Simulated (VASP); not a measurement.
# Te: what moves the LDA gap besides the functional, part 2 of 2

Aim: test what besides the functional moves the gap of Te. The starting structure is a measured crystal structure from the Crystallography Open Database. Cell and atoms stay as given unless a step says otherwise.

VASP 6.6.1.

Results so far: reference 0.086 eV; cell and atoms relaxed by LDA no gap to read; no band path 0.101 eV.

## 5. Bands with a cutoff of 500 eV (continued)

Level of this step: LDA; plane waves and PAW (Te) (VASP).

OUTCAR, selected parts (step 5):

```text
  Total       -0.8412062     -0.8412062     -0.7556366      0.0000000      0.0000000      0.0000000
  in kB      -13.2122489    -13.2122489    -11.8682653      0.0000000      0.0000000      0.0000000
  external PRESSURE =     -12.7642544 kB  Pullay stress =       0.0000000 kB

 POSITION                                       TOTAL-FORCE (eV/Angst)
 -----------------------------------------------------------------------------------
      1.64181      2.84370      0.00000        -0.112907     -0.195561      0.000000
     -0.58679      1.01635      3.95267        -0.112907      0.195561      0.000000
      1.17358      0.00000      1.97633         0.225814      0.000000     -0.000000
 -----------------------------------------------------------------------------------
    total drift:                                0.000000     -0.000000      0.000000

  FREE ENERGIE OF THE ION-ELECTRON SYSTEM (eV)
  ---------------------------------------------------
  free  energy   TOTEN  =       -11.3292647657 eV

  energy  without entropy=      -11.3292262795  energy(sigma->0) =      -11.32924552

[... 1 part as in an earlier step ...]

[... 2 further parts left out ...]
[key lines of the parts left out:]
E-fermi :   5.8135
```

With a cutoff of 500 eV the gap is 0.086 eV, +0.000 eV from the reference.

## 6. Bands with an 8×8×6 mesh

Against step 2 the input has an 8×8×6 mesh.

File INCAR:

```
SYSTEM = Te
PREC = Accurate
ENCUT = 350
EDIFF = 1E-06
NELM = 100
ISMEAR = 0
SIGMA = 0.03
LREAL = .FALSE.
ALGO = Normal
GGA = CA
NBANDS = 22
LORBIT = 11
LWAVE = .FALSE.
LCHARG = .FALSE.
KPAR = 4
LASPH = .TRUE.
```

File POSCAR:

```
Te
1.0
    4.4572000000      0.0000000000      0.0000000000
   -2.2286000000      3.8600484297      0.0000000000
    0.0000000000      0.0000000000      5.9290000000
Te
3
Direct
    0.7367000000      0.7367000000      0.0000000000
    0.0000000000      0.2633000000      0.6666666667
    0.2633000000      0.0000000000      0.3333333333
```

File KPOINTS:

```
Automatic mesh
0
Gamma
8 8 6
0 0 0
```

File KPOINTS_OPT:

```
Line mode
10
Line-mode
Reciprocal
  0.00000000   0.00000000   0.00000000 GAMMA
  0.50000000   0.00000000   0.00000000 M

  0.50000000   0.00000000   0.00000000 M
  0.33333333   0.33333333   0.00000000 K

  0.33333333   0.33333333   0.00000000 K
  0.00000000   0.00000000   0.00000000 GAMMA

  0.00000000   0.00000000   0.00000000 GAMMA
  0.00000000   0.00000000   0.50000000 A

  0.00000000   0.00000000   0.50000000 A
  0.50000000   0.00000000   0.50000000 L

  0.50000000   0.00000000   0.50000000 L
  0.33333333   0.33333333   0.50000000 H

  0.33333333   0.33333333   0.50000000 H
  0.00000000   0.00000000   0.50000000 A

  0.50000000   0.00000000   0.50000000 L
  0.50000000   0.00000000   0.00000000 M

  0.33333333   0.33333333   0.00000000 K
  0.33333333   0.33333333   0.50000000 H
```

PAW data sets: Te (LDA family, release 64).

Started as:

```sh
$ mpirun -np 4 vasp_std
```

Log:

```text
[... set-up lines as in an earlier step ...]
 entering main loop
       N       E                     dE             d eps       ncg     rms          rms(c)
DAV:   1     0.543366742620E+02    0.54337E+02   -0.48892E+03  2200   0.475E+02
DAV:   2    -0.767304608747E+01   -0.62010E+02   -0.58810E+02  2856   0.981E+01
DAV:   3    -0.113195193844E+02   -0.36465E+01   -0.36171E+01  2778   0.246E+01
DAV:   4    -0.113894374832E+02   -0.69918E-01   -0.69910E-01  2804   0.398E+00
[...]
DAV:   9    -0.113346405184E+02   -0.15814E-04   -0.21759E-04  2698   0.722E-02    0.833E-02
DAV:  10    -0.113346395691E+02    0.94925E-06   -0.15460E-05  2668   0.176E-02    0.146E-02
DAV:  11    -0.113346389404E+02    0.62873E-06   -0.18269E-06  2696   0.662E-03
   1 F= -.11334639E+02 E0= -.11334639E+02  d E =-.436552E-13
 Start KPOINTS_OPT (optional k-point list driver)
k-point batch [1-50\90]
       N       E                     dE             ncg
DAV:   1     0.354347970956E+04   -0.86641E+04     2200
DAV:   2     0.387558829340E+03   -0.31559E+04     2924
DAV:   3     0.185813767256E+03   -0.20175E+03     2650
DAV:   4     0.181976874556E+03   -0.38369E+01     2816
DAV:   5     0.181912370587E+03   -0.64504E-01     2784
DAV:   6     0.181909708506E+03   -0.26621E-02     3008
DAV:   7     0.181909701979E+03   -0.65275E-05     2546
DAV:   8     0.181909701856E+03   -0.12299E-06     1796
k-point batch [51-90\90]
       N       E                     dE             ncg
DAV:   1     0.583136726414E+04   -0.14051E+05     1760
DAV:   2     0.335175986120E+04   -0.24796E+04     2342
DAV:   3     0.320965497612E+04   -0.14210E+03     2248
DAV:   4     0.320688060084E+04   -0.27744E+01     2378
DAV:   5     0.320685625544E+04   -0.24345E-01     2308
DAV:   6     0.320685521999E+04   -0.10355E-02     2430
DAV:   7     0.320685521715E+04   -0.28430E-05     2038
DAV:   8     0.320685521705E+04   -0.92280E-07     1458
```

Wall time 51 s (4 MPI ranks of AMD EPYC 7R43, shared host); peak memory 0.7 GiB.

Parts of OUTCAR (step 6):

```text
  Total       -0.8835319     -0.8835319     -0.7345055      0.0000000      0.0000000      0.0000000
  in kB      -13.8770287    -13.8770287    -11.5363730      0.0000000      0.0000000      0.0000000
  external PRESSURE =     -13.0968101 kB  Pullay stress =       0.0000000 kB

 POSITION                                       TOTAL-FORCE (eV/Angst)
 -----------------------------------------------------------------------------------
      1.64181      2.84370      0.00000        -0.116446     -0.201691     -0.000000
     -0.58679      1.01635      3.95267        -0.116446      0.201691     -0.000000
      1.17358      0.00000      1.97633         0.232893      0.000000      0.000000
 -----------------------------------------------------------------------------------
    total drift:                               -0.000000     -0.000000      0.000000

  FREE ENERGIE OF THE ION-ELECTRON SYSTEM (eV)
  ---------------------------------------------------
  free  energy   TOTEN  =       -11.3346389404 eV

  energy  without entropy=      -11.3346389404  energy(sigma->0) =      -11.33463894

[... 1 part as in an earlier step ...]

[... 2 further parts left out ...]
[key lines of the parts left out:]
E-fermi :   5.8882
```

With an 8×8×6 mesh the gap is 0.088 eV, +0.002 eV from the reference.

## 7. All runs side by side

| run | gap (eV) | change (eV) | core minutes |
| --- | --- | --- | --- |
| reference | 0.086 | - | 2.6 |
| cell and atoms relaxed by LDA | none | - | 2.0 |
| no band path | 0.101 | 0.015 | 0.72 |
| a cutoff of 500 eV | 0.086 | 0.0 | 4.47 |
| an 8×8×6 mesh | 0.088 | 0.002 | 3.4 |

Core minutes are wall time times ranks of the run shown, on a shared host.

## 8. Summary of results

| Item | Value |
| --- | --- |
| reference gap | 0.086 eV |
| gap with cell and atoms relaxed by LDA | none to read from the occupations |
| gap with no band path | 0.101 eV |
| gap with a cutoff of 500 eV | 0.086 eV |
| gap with an 8×8×6 mesh | 0.088 eV |

What this shows: Among the runs that read a gap along the path, none moves it by more than 0.005 eV. On finer settings it changes by +0.000 eV with a cutoff of 500 eV and +0.002 eV with an 8×8×6 mesh. With cell and atoms relaxed by LDA there is no gap to read, since by its occupations the run counts as a metal (its levels may still leave one). Read on the mesh alone, without a band path, the gap comes out +0.015 eV from the reference: such a gap is an upper bound, and here at least one band edge lies off the mesh points. The functional's own error isn't tested here. Further runs on this material are not shown.

[Lines on the potential files, build, host, timing and source positions are cut from VASP's logs without a mark.]

[Logs are printed without paths, hosts, clocks, repeated set-up lines and the standing remarks that a program may print on its own settings, such as how far it seeks lower states.]

[Hosts, paths, dates, database ids (printed as entryN), source tags and the programs' standing remarks are cut or masked in the printed files.]
